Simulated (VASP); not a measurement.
Output of a VASP run:

File OSZICAR:
```
       N       E                     dE             d eps       ncg     rms          rms(c)
DAV:   1     0.143513945496E+01    0.14351E+01   -0.36124E+03  1552   0.654E+02
DAV:   2    -0.173939761096E+02   -0.18829E+02   -0.18051E+02  1728   0.109E+02
DAV:   3    -0.177210396864E+02   -0.32706E+00   -0.32706E+00  1656   0.175E+01
DAV:   4    -0.177219488871E+02   -0.90920E-03   -0.90920E-03  1960   0.852E-01
DAV:   5    -0.177219495879E+02   -0.70086E-06   -0.70086E-06  1688   0.233E-02    0.802E+00
DAV:   6    -0.156395985319E+02    0.20824E+01   -0.12302E+01  1344   0.212E+01    0.297E+00
DAV:   7    -0.156122894920E+02    0.27309E-01   -0.73100E-02  1408   0.290E+00    0.198E+00
DAV:   8    -0.155947423482E+02    0.17547E-01   -0.19763E-02  1616   0.177E+00    0.401E-01
DAV:   9    -0.155945136624E+02    0.22869E-03   -0.61652E-04  1928   0.200E-01    0.212E-01
DAV:  10    -0.155945669318E+02   -0.53269E-04   -0.10087E-04  1488   0.882E-02    0.444E-02
DAV:  11    -0.155945659049E+02    0.10269E-05   -0.83770E-07  1448   0.961E-03    0.118E-02
DAV:  12    -0.155945659509E+02   -0.46046E-07   -0.77699E-08   792   0.297E-03
   1 F= -.15594566E+02 E0= -.15594566E+02  d E =-.219737E-10
```

OUTCAR:
```
------------------------ aborting loop because EDIFF is reached ----------------------------------------
  FORCE on cell =-STRESS in cart. coord.  units (eV):
  Direction    XX          YY          ZZ          XY          YZ          ZX
  --------------------------------------------------------------------------------------
  Total       -1.4090985     -1.4090985     -1.4090985      0.0000000      0.0000000      0.0000000
  in kB     -103.6926701   -103.6926701   -103.6926701      0.0000000      0.0000000      0.0000000
  external PRESSURE =    -103.6926701 kB  Pullay stress =       0.0000000 kB
  volume of cell :       21.77
      direct lattice vectors                 reciprocal lattice vectors
     0.000000000  2.216280000  2.216280000    -0.225603263  0.225603263  0.225603263
     2.216280000  0.000000000  2.216280000     0.225603263 -0.225603263  0.225603263
     2.216280000  2.216280000  0.000000000     0.225603263  0.225603263 -0.225603263
  FREE ENERGIE OF THE ION-ELECTRON SYSTEM (eV)
  ---------------------------------------------------
  free  energy   TOTEN  =       -15.5945659509 eV

  energy  without entropy=      -15.5945659509  energy(sigma->0) =      -15.59456595
```
(Selected blocks of OUTCAR.)

File POSCAR:
```
AlN
1
    0.0000000000     2.2162800000     2.2162800000
    2.2162800000     0.0000000000     2.2162800000
    2.2162800000     2.2162800000     0.0000000000
Al N
1 1
Direct
  0.0000000000   0.0000000000   0.0000000000
  0.2500000000   0.2500000000   0.2500000000
```

Task: Write an INCAR and KPOINTS that could have produced this output.

Result: Several could match; the one computed here: the input of the run itself, PBEsol GGA, plane waves, VASP's PBE PAW potentials (set 64).

### INCAR
```
# general
SYSTEM = AlN
PREC   = Accurate
ENCUT  = 400   # plane-wave cut-off (eV)
LREAL  = F
LASPH  = T   # aspherical one-centre terms

# electronic loop
EDIFF  = 1E-6   # SCF stop (eV)
NELM   = 100
ALGO   = Normal   # blocked Davidson

# smearing
ISMEAR = -1   # Fermi-Dirac
SIGMA  = 0.02

# functional
GGA    = PS   # PBEsol

# ions
ISIF   = 2   # forces and stress, cell fixed

# output
LWAVE  = F
LCHARG = F
```

**KPOINTS**
```
Automatic mesh
0
Gamma
13 13 13
0 0 0
```

POTCAR, in this order: Al N (PBE.64 set). Program: vasp_std.

At this cut-off the stress carries a Pulay error, which pulls relaxed volumes low.

The structure is a typed AlN crystal (F-43m). The cell was not relaxed at this level.
